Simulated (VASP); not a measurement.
Method: PBE GGA, VASP's PBE PAW potentials (set 64) (plane waves; VASP).

Input for VASP

**POSCAR**
```
MgI2
1
    1.8538698380    -3.2109896479     0.0000000000
    1.8538698380     3.2109896479     0.0000000000
    0.0000000000     0.0000000000     6.0019467098
Mg I
1 2
Direct
  0.0000000000   0.0000000000   0.0000000000
  0.3333330000   0.6666670000   0.2762034488
  0.6666670000   0.3333330000   0.7237965512
```

### INCAR
```
# general
SYSTEM =MgI2
PREC   =Accurate
ENCUT  =500
LREAL  =.False.   # projection in real space or not
LASPH  =.True.   # aspherical one-centre terms

# electronic loop
EDIFF  =1E-6   # SCF stop (eV)
NELM   =100   # most electronic steps
ALGO   =Normal
LMAXMIX=4   # l cut-off of mixed one-centre charges

# smearing
ISMEAR =0
SIGMA  =0.05

# functional
GGA    =PE   # PBE

# ions
IBRION =2   # conjugate gradients
NSW    =40   # most ionic steps
ISIF   =3   # ions, shape and volume
EDIFFG =-0.02
PSTRESS=300

# output
LWAVE  =.False.
LCHARG =.False.
```

### KPOINTS
```
Automatic mesh
0
Gamma
7 7 4
0 0 0
```

POTCAR, in this order: Mg I (PBE.64 set). Program: vasp_std.

The resulting files:

File OUTCAR:
```
 ion  position               nearest neighbor table
   1  0.000  0.000  0.000-   2 2.71   3 2.71   3 2.71   2 2.71   3 2.71   2 2.71
   2  0.333  0.667  0.276-   1 2.71   1 2.71   1 2.71   3 3.44   3 3.44   3 3.44
   3  0.667  0.333  0.724-   1 2.71   1 2.71   1 2.71   2 3.44   2 3.44   2 3.44
  LATTYP: Found a hexagonal cell.
 ALAT       =     3.7077335254
 C/A-ratio  =     1.6187643121
 Subroutine PRICEL returns:
 Original cell was already a primitive cell.
 Subroutine GETGRP returns: Found 12 space group operations
The static configuration has the point symmetry D_3d.
The dynamic configuration has the point symmetry D_3d.
 Subroutine INISYM returns: Found 12 space group operations
 Subroutine IBZKPT returns following result:
 Found     28 irreducible k-points:

 Following reciprocal coordinates:
            Coordinates               Weight
  0.000000  0.000000  0.000000      1.000000
  0.142857  0.000000  0.000000      6.000000
  0.285714  0.000000  0.000000      6.000000
  0.428571  0.000000  0.000000      6.000000
  0.142857  0.142857  0.000000      6.000000
  0.285714  0.142857  0.000000     12.000000
  0.428571  0.142857  0.000000      6.000000
  0.285714  0.285714  0.000000      6.000000
  0.000000  0.000000  0.250000      2.000000
  0.142857  0.000000  0.250000      6.000000
  0.000000  0.142857  0.250000      6.000000
  0.285714  0.000000  0.250000      6.000000
  0.000000  0.285714  0.250000      6.000000
  0.428571  0.000000  0.250000      6.000000
  0.000000  0.428571  0.250000      6.000000
  0.142857  0.142857  0.250000     12.000000
  0.285714  0.142857  0.250000     12.000000
 -0.142857  0.428571  0.250000     12.000000
  0.428571  0.142857  0.250000     12.000000
  0.285714  0.285714  0.250000     12.000000
  0.000000  0.000000  0.500000      1.000000
  0.142857  0.000000  0.500000      6.000000
  0.285714  0.000000  0.500000      6.000000
  0.428571  0.000000  0.500000      6.000000
  0.142857  0.142857  0.500000      6.000000
  0.285714  0.142857  0.500000     12.000000
  0.428571  0.142857  0.500000      6.000000
  0.285714  0.285714  0.500000      6.000000
   k-points           NKPTS =     28   k-points in BZ     NKDIM =     28   number of bands    NBANDS=     12
   number of dos      NEDOS =    301   number of ions     NIONS =      3
   total plane-waves  NPLWV =  37632
   dimension x,y,z NGX =    28 NGY =   28 NGZ =   48
   dimension x,y,z NGXF=    56 NGYF=   56 NGZF=   96
   ions per type =               1   2
   PREC   = accura    normal or accurate (medium, high low for compatibility)
   ISTART =      0    job   : 0-new  1-cont  2-samecut
   ICHARG =      2    charge: 1-file 2-atom 10-const
   ISPIN  =      1    spin polarized calculation?
   LNONCOLLINEAR =      F non collinear calculations
   LSORBIT =      F    spin-orbit coupling
   INIWAV =      1    electr: 0-lowe 1-rand  2-diag
   ENCUT  =  500.0 eV  36.75 Ry    6.06 a.u.   6.76  6.76 10.94*2*pi/ulx,y,z
   NELM   =    100;   NELMIN=  2; NELMDL= -5     # of ELM steps
   EDIFF  = 0.1E-05   stopping-criterion for ELM
   LREAL  =      F    real-space projection
   NLSPLINE    = F    spline interpolate recip. space projectors
   LMAXMIX     =    4 max onsite mixed and CHGCAR
   VOSKOWN=      0    Vosko Wilk Nusair interpolation
   EDIFFG = -.2E-01   stopping-criterion for IOM
   NSW    =     40    number of steps for IOM
   NBLOCK =      1;   KBLOCK =     40    inner block; outer block
   IBRION =      2    ionic relax: 0-MD 1-quasi-New 2-CG
   NFREE  =      1    steps in history (QN), initial steepest desc. (CG)
   ISIF   =      3    stress and relaxation
   ISYM   =      2    0-nonsym 1-usesym 2-fastsym
   TEIN   =    0.0    initial temperature
   TEBEG  =    0.0;   TEEND  =   0.0 temperature during run
...
```

### OSZICAR
```
       N       E                     dE             d eps       ncg     rms          rms(c)
DAV:   1     0.826697105037E+02    0.82670E+02   -0.62683E+03   672   0.106E+03
DAV:   2    -0.111356216764E+01   -0.83783E+02   -0.75782E+02   984   0.163E+02
DAV:   3    -0.623970969946E+01   -0.51261E+01   -0.50989E+01   868   0.473E+01
DAV:   4    -0.631846566179E+01   -0.78756E-01   -0.78726E-01   812   0.715E+00
DAV:   5    -0.631999451781E+01   -0.15289E-02   -0.15288E-02   844   0.995E-01    0.752E+00
DAV:   6    -0.624330264275E+01    0.76692E-01   -0.87522E-02   764   0.185E+00    0.449E+00
DAV:   7    -0.622745694116E+01    0.15846E-01   -0.11931E-01   788   0.215E+00    0.768E-01
DAV:   8    -0.622694172924E+01    0.51521E-03   -0.69542E-03   744   0.583E-01    0.191E-01
DAV:   9    -0.622692678293E+01    0.14946E-04   -0.37945E-04   832   0.145E-01    0.938E-02
DAV:  10    -0.622693152476E+01   -0.47418E-05   -0.90307E-05   768   0.599E-02    0.109E-02
DAV:  11    -0.622693253612E+01   -0.10114E-05   -0.52552E-06   832   0.175E-02    0.736E-03
DAV:  12    -0.622693262320E+01   -0.87077E-07   -0.55137E-07   528   0.574E-03
   1 F= 0.71529082E+01 E0= 0.71529082E+01  d E =0.715291E+01
       N       E                     dE             d eps       ncg     rms          rms(c)
DAV:   1    -0.562640891695E+01    0.60052E+00   -0.50019E+01   744   0.420E+01    0.145E+01
DAV:   2    -0.372993761213E+01    0.18965E+01   -0.22911E+00   700   0.105E+01    0.477E+00
DAV:   3    -0.312442911517E+01    0.60551E+00   -0.12893E+00   712   0.619E+00    0.322E+00
DAV:   4    -0.310964951320E+01    0.14780E-01   -0.36823E-02   908   0.148E+00    0.159E+00
DAV:   5    -0.308866752982E+01    0.20982E-01   -0.65606E-02   768   0.141E+00    0.679E-01
DAV:   6    -0.308856041426E+01    0.10712E-03   -0.16071E-03   704   0.314E-01    0.502E-01
DAV:   7    -0.308853257189E+01    0.27842E-04   -0.16721E-04   812   0.956E-02    0.200E-01
DAV:   8    -0.308853608880E+01   -0.35169E-05   -0.21997E-05   716   0.390E-02    0.270E-02
DAV:   9    -0.308853578017E+01    0.30863E-06   -0.50484E-07   520   0.691E-03
   2 F= 0.76057880E+01 E0= 0.76057880E+01  d E =0.452880E+00
       N       E                     dE             d eps       ncg     rms          rms(c)
DAV:   1    -0.645777269874E+01   -0.33692E+01   -0.19122E+01   764   0.234E+01    0.594E+00
DAV:   2    -0.565968981202E+01    0.79808E+00   -0.12963E+00   684   0.737E+00    0.284E+00
DAV:   3    -0.542556416790E+01    0.23413E+00   -0.51341E-01   736   0.392E+00    0.225E+00
DAV:   4    -0.541782646693E+01    0.77377E-02   -0.15093E-02   908   0.847E-01    0.229E+00
DAV:   5    -0.541349821393E+01    0.43283E-02   -0.53091E-03   768   0.456E-01    0.488E-01
DAV:   6    -0.541319926275E+01    0.29895E-03   -0.88627E-04   772   0.184E-01    0.507E-02
DAV:   7    -0.541319402217E+01    0.52406E-05   -0.54558E-05   808   0.541E-02    0.205E-02
DAV:   8    -0.541319387853E+01    0.14364E-06   -0.60548E-06   788   0.163E-02
   3 F= 0.69687805E+01 E0= 0.69687805E+01  d E =-.184128E+00
       N       E                     dE             d eps       ncg     rms          rms(c)
DAV:   1    -0.537614592081E+01    0.37048E-01   -0.89369E-03   772   0.522E-01    0.140E-01
DAV:   2    -0.537577223251E+01    0.37369E-03   -0.54184E-04   688   0.153E-01    0.563E-02
DAV:   3    -0.537566697287E+01    0.10526E-03   -0.26239E-04   712   0.874E-02    0.400E-02
DAV:   4    -0.537566567414E+01    0.12987E-05   -0.54260E-06   876   0.180E-02    0.368E-02
DAV:   5    -0.537566347749E+01    0.21967E-05   -0.53764E-06   728   0.136E-02    0.211E-03
DAV:   6    -0.537566364592E+01   -0.16843E-06   -0.18519E-07   340   0.357E-03
   4 F= 0.69684335E+01 E0= 0.69684335E+01  d E =-.184475E+00
       N       E                     dE             d eps       ncg     rms          rms(c)
DAV:   1    -0.535560945831E+01    0.20054E-01   -0.25397E-03   772   0.278E-01    0.746E-02
DAV:   2    -0.535550433230E+01    0.10513E-03   -0.15249E-04   684   0.812E-02    0.292E-02
DAV:   3    -0.535547535039E+01    0.28982E-04   -0.74020E-05   720   0.464E-02    0.218E-02
DAV:   4    -0.535547508490E+01    0.26549E-06   -0.12469E-06   552   0.950E-03
   5 F= 0.69684719E+01 E0= 0.69684719E+01  d E =-.184436E+00
       N       E                     dE             d eps       ncg     rms          rms(c)
DAV:   1    -0.532108735978E+01    0.34388E-01   -0.43558E-01   744   0.424E+00    0.280E-01
DAV:   2    -0.532132263803E+01   -0.23528E-03   -0.17866E-02   788   0.984E-01    0.198E-01
DAV:   3    -0.532077370672E+01    0.54893E-03   -0.69588E-04   808   0.189E-01    0.120E-01
DAV:   4    -0.532063907720E+01    0.13463E-03   -0.35425E-04   804   0.117E-01    0.560E-02
DAV:   5    -0.532064051999E+01   -0.14428E-05   -0.26531E-05   752   0.364E-02    0.111E-02
DAV:   6    -0.532064022315E+01    0.29684E-06   -0.12884E-06   416   0.878E-03
   6 F= 0.69582207E+01 E0= 0.69582207E+01  d E =-.102513E-01
       N       E                     dE             d eps       ncg     rms          rms(c)
DAV:   1    -0.530091003135E+01    0.19730E-01   -0.94010E-02   744   0.197E+00    0.132E-01
DAV:   2    -0.530096492162E+01   -0.54890E-04   -0.38445E-03   788   0.458E-01    0.943E-02
DAV:   3    -0.530084820983E+01    0.11671E-03   -0.14532E-04   812   0.869E-02    0.566E-02
DAV:   4    -0.530081832340E+01    0.29886E-04   -0.79711E-05   804   0.552E-02    0.261E-02
DAV:   5    -0.530081854783E+01   -0.22443E-06   -0.60798E-06   724   0.175E-02
   7 F= 0.69570888E+01 E0= 0.69570888E+01  d E =-.113831E-01
       N       E                     dE             d eps       ncg     rms          rms(c)
DAV:   1    -0.535497212321E+01   -0.54154E-01   -0.29980E-02   788   0.986E-01    0.208E-01
DAV:   2    -0.535411285848E+01    0.85926E-03   -0.14201E-03   724   0.262E-01    0.906E-02
DAV:   3    -0.535382376874E+01    0.28909E-03   -0.61132E-04   760   0.139E-01    0.526E-02
DAV:   4    -0.535381187364E+01    0.11895E-04   -0.23316E-05   856   0.338E-02    0.532E-02
DAV:   5    -0.535380646417E+01    0.54095E-05   -0.98718E-06   792   0.208E-02    0.375E-03
DAV:   6    -0.535380634654E+01    0.11762E-06   -0.74042E-07   372   0.629E-03
   8 F= 0.69569934E+01 E0= 0.69569934E+01  d E =-.953946E-04
       N       E                     dE             d eps       ncg     rms          rms(c)
DAV:   1    -0.533122075684E+01    0.22586E-01   -0.56100E-03   792   0.427E-01    0.903E-02
DAV:   2    -0.533106008880E+01    0.16067E-03   -0.26622E-04   724   0.113E-01    0.391E-02
DAV:   3    -0.533100881355E+01    0.51275E-04   -0.11553E-04   760   0.605E-02    0.228E-02
DAV:   4    -0.533100749389E+01    0.13197E-05   -0.42373E-06   744   0.146E-02    0.227E-02
DAV:   5    -0.533100692530E+01    0.56859E-06   -0.17041E-06   424   0.926E-03
   9 F= 0.69568629E+01 E0= 0.69568629E+01  d E =-.225919E-03
       N       E                     dE             d eps       ncg     rms          rms(c)
DAV:   1    -0.532072937705E+01    0.10278E-01   -0.10634E-02   724   0.617E-01    0.822E-02
DAV:   2    -0.532061817730E+01    0.11120E-03   -0.39727E-04   760   0.146E-01    0.404E-02
DAV:   3    -0.532056020517E+01    0.57972E-04   -0.70856E-05   824   0.534E-02    0.149E-02
DAV:   4    -0.532055255515E+01    0.76500E-05   -0.24127E-05   804   0.301E-02    0.111E-02
DAV:   5    -0.532055267926E+01   -0.12412E-06   -0.11472E-06   420   0.756E-03
  10 F= 0.69567299E+01 E0= 0.69567299E+01  d E =-.132993E-03
```

File OUTCAR:
```
------------------------ aborting loop because EDIFF is reached ----------------------------------------
  FORCE on cell =-STRESS in cart. coord.  units (eV):
  Direction    XX          YY          ZZ          XY          YZ          ZX
  --------------------------------------------------------------------------------------
  Total       12.2690927     12.2689325     12.2836399      0.0000000     -0.0000000      0.0000000
  in kB      299.7998764    299.7959638    300.1553443      0.0000000     -0.0000000      0.0000000
  external PRESSURE =      -0.0829385 kB  Pullay stress =     300.0000000 kB
  volume of cell :       65.57
      direct lattice vectors                 reciprocal lattice vectors
     1.793306361 -3.106077462  0.000000000     0.278814602 -0.160974736 -0.000000000
     1.793306361  3.106077462 -0.000000000     0.278814602  0.160974736  0.000000000
     0.000000000 -0.000000000  5.885655149     0.000000000  0.000000000  0.169904620
 POSITION                                       TOTAL-FORCE (eV/Angst)
 -----------------------------------------------------------------------------------
      3.58661     -0.00000      0.00000         0.000000      0.000000      0.000000
      1.79331      1.03536      1.64936         0.000000     -0.000000      0.004273
      1.79331     -1.03536      4.23629        -0.000000      0.000000     -0.004273
 -----------------------------------------------------------------------------------
    total drift:                                0.000000     -0.000000      0.000000
  FREE ENERGIE OF THE ION-ELECTRON SYSTEM (eV)
  ---------------------------------------------------
  free  energy   TOTEN  =        -5.3205526793 eV

  energy  without entropy=       -5.3205526793  energy(sigma->0) =       -5.32055268
  enthalpy is  TOTEN    =         6.9567298952 eV   P V=       12.2772825745

 reached required accuracy - stopping structural energy minimisation
```
(Selected blocks of OUTCAR.)

File CONTCAR:
```
MgI2
   1.00000000000000
     1.7933063608978386   -3.1060774621894867    0.0000000000000000
     1.7933063608978386    3.1060774621894867   -0.0000000000000000
     0.0000000000000000   -0.0000000000000000    5.8856551488888842
  Mg              I
     1     2
Direct
     1.0000000000000000    1.0000000000000000    0.0000000000000000
     0.3333330000000032    0.6666669999999968    0.2802343406982658
     0.6666669999999968    0.3333330000000032    0.7197656593017343
```

Energy and stress use the plane-wave basis of the starting cell. Without a dispersion term in the relaxation, distances and binding between the weakly bound layers, chains or molecules are unreliable, and so is what depends on them.

The compound is MgI2 in the 1T layered structure. This run relaxes it under an external pressure of 30 GPa. Symmetry was kept, so distortions that lower it aren't found.
